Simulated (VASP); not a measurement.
Here is the system:

```cif
data_Se3
_chemical_formula_sum 'Se3'
_space_group_name_H-M_alt 'P 1'
_space_group_IT_number 1
_cell_length_a 4.50135
_cell_length_b 4.50135
_cell_length_c 4.98584
_cell_angle_alpha 90.000
_cell_angle_beta 90.000
_cell_angle_gamma 120.000
loop_
_space_group_symop_operation_xyz
  'x, y, z'
loop_
_atom_site_label
_atom_site_type_symbol
_atom_site_fract_x
_atom_site_fract_y
_atom_site_fract_z
_atom_site_occupancy
Se1 Se 0.00000 0.21755 0.66667 1
Se2 Se 0.78245 0.78245 0.00000 1
Se3 Se 0.21755 0.00000 0.33333 1
```

The numbers are results of r2SCAN meta-GGA, VASP's PBE PAW potentials (set 64) (plane waves; VASP), not measurements. Numerical set-up: 480 eV cut-off, 6×6×4 Γ-centred mesh, Gaussian smearing of 0.050 eV, potentials Se.

Each relaxation starts from this cell; other phases were not tried.

The cell is relaxed at 1 GPa. What happens?

The volume per atom goes from 29.16 to 26.87 Å³ (-7.9 %), and the cell becomes a = 4.305 Å, b = 4.305 Å, c = 5.022 Å, α = 90.00°, β = 90.00°, γ = 120.00°, space group P3_121. The gap on the mesh goes from 1.32 to 1.10 eV.

The cell is relaxed at 15 GPa. What happens?

The volume per atom goes from 29.16 to 19.86 Å³ (-31.9 %), and the cell becomes a = b = 3.6716 Å, c = 5.1041 Å, α = β = 90.00°, γ = 120.00°, space group P3_121. The gap on the mesh goes from 1.32 to 0.14 eV.

Failed runs are left out, and for metals the shear rows, which the mesh's noise covers.

The compound is Se in the trig structure.
